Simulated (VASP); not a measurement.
Here is the system:

```yaml
crystal:
  lattice:
    - [0.00000, 2.99760, 2.99760]
    - [2.99760, 0.00000, 2.99760]
    - [2.99760, 2.99760, 0.00000]
  atoms:
    - { symbol: Li, position: [0.25000, 0.25000, 0.25000] }
    - { symbol: Li, position: [0.75000, 0.75000, 0.75000] }
    - { symbol: Se, position: [0.00000, 0.00000, 0.00000] }
```

Method: vdW-DF-cx, VASP's PBE PAW potentials (set 64) (plane waves; VASP). Settings: 520 eV cut-off, Gaussian smearing of 0.050 eV, potentials Li_sv Se.

Task: Give the energies of bands 4 to 9 at the high-symmetry points, in eV from the valence-band maximum.

Result: 
```tsv
band	Γ	X	U	L	W
4	0.00	-2.27	-2.09	-2.91	-1.90
5	0.00	-1.44	-2.06	-0.52	-1.90
6	0.00	-1.44	-1.17	-0.52	-1.76
7	3.40	2.94	4.09	5.19	5.11
8	5.71	6.28	7.33	6.00	6.44
9	5.71	10.42	8.53	6.00	8.15
```

The gap is indirect, 2.94 eV, from the valence maximum at Γ to the conduction minimum at X.

The compound is Li2Se in the antifluorite structure. It was relaxed first.
